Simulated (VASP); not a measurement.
The system is GaP.

```xyz
2
Lattice="0.0000 2.7200 2.7200 2.7200 0.0000 2.7200 2.7200 2.7200 0.0000" Properties=species:S:1:pos:R:3 pbc="T T T"
Ga    0.0000    0.0000    0.0000
P     1.3600    1.3600    1.3600
```

The cell was built by a generator and needn't be a form met in nature.

| Item | Value |
| --- | --- |
| Program | VASP 6.6.1 |
| Task | relaxation of cell and atoms |
| Functional | PBE |
| Potentials or basis | VASP PAW PBE potentials, release 64 (Ga_d, P) |
| Cutoff | 600 eV |
| k mesh | 10 × 10 × 10 |
| Occupations | gaussian, width 0.02 eV |
| Spin | no spin polarisation |

At the start: pressure 3.0 GPa; volume 20.12 Å³/atom.

**Question.** Where does the relaxation end?

**Answer.** Over 3 steps the energy falls by 6.6 meV/atom and the volume is 20.86 Å³/atom (+3.6 %); space group F-43m (No. 216, to 0.05 Å).

The path:
```tsv
step	energy change (eV)	largest force (eV/Å)	pressure (GPa)	volume (Å³)
1	0.0000	0.0000	3.00	40.25
2	-0.0100	0.0000	-1.36	42.48
3	-0.0132	0.0000	0.01	41.71
```

Final structure:
```yaml
crystal:
  lattice:
    - [0.00000, 2.75264, 2.75264]
    - [2.75264, 0.00000, 2.75264]
    - [2.75264, 2.75264, 0.00000]
  atoms:
    - { symbol: Ga, position: [0.00000, 0.00000, 0.00000] }
    - { symbol: P, position: [0.25000, 0.25000, 0.25000] }
```
